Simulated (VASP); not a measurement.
The input files of a VASP run:

### POSCAR
```
ZrSe2
1
    1.9003195750    -3.2914502878     0.0000000000
    1.9003195750     3.2914502878     0.0000000000
    0.0000000000     0.0000000000     6.1854408363
Zr Se
1 2
Direct
  0.0000000000   0.0000000000   0.0000000000
  0.3333330000   0.6666670000   0.2564794295
  0.6666670000   0.3333330000   0.7435205705
```

**INCAR**
```
SYSTEM=ZrSe2
PREC=Accurate; ENCUT=520; LREAL=F
LASPH=T
EDIFF=1E-7; NELM=100; ALGO=Normal
LMAXMIX=4
ISMEAR=-5
GGA=BO; LUSE_VDW=T; AGGAC=0.0
PARAM1=0.1833333333; PARAM2=0.22
ISIF=2
LWAVE=F; LCHARG=T; LORBIT=11
NEDOS=601
LEFG=T
```

**KPOINTS**
```
kpoints
0
G
8 8 4
0 0 0
```

POTCAR, in this order: Zr_sv Se (PBE.64 set). Program: vasp_std.

Question: Write an equivalent input for Quantum ESPRESSO's pw.x.

Answer: One equivalent input (not run):
```
&CONTROL
  calculation = 'scf'
  pseudo_dir = './pseudo'
  outdir = './out'
  tprnfor = .true.
  tstress = .true.
/
&SYSTEM
  ibrav = 0
  nat = 3
  ntyp = 2
  ecutwfc = 86
  occupations = 'tetrahedra'
  input_dft = 'vdw-df-obk8'
/
&ELECTRONS
  conv_thr = 7.3e-09
  electron_maxstep = 100
/
ATOMIC_SPECIES
  Zr 91.224 Zr.upf
  Se 78.971 Se.upf
CELL_PARAMETERS angstrom
     1.9003196   -3.2914503    0.0000000
     1.9003196    3.2914503    0.0000000
     0.0000000    0.0000000    6.1854408
ATOMIC_POSITIONS crystal
  Zr   0.0000000  0.0000000  0.0000000
  Se   0.3333330  0.6666670  0.2564794
  Se   0.6666670  0.3333330  0.7435206
K_POINTS automatic
  8 8 4 0 0 0
```
Limits of the translation: the potentials are each code's own (VASP's PAW set, PseudoDojo norm-conserving files in pw.x), so ENCUT and ecutwfc are chosen apart and not converted; conv_thr bounds pw.x's estimated SCF error, while EDIFF bounds the energy change between steps; the field gradients of LEFG aren't asked of the other code.

The compound is ZrSe2 in the 1T layered structure. It was relaxed first.
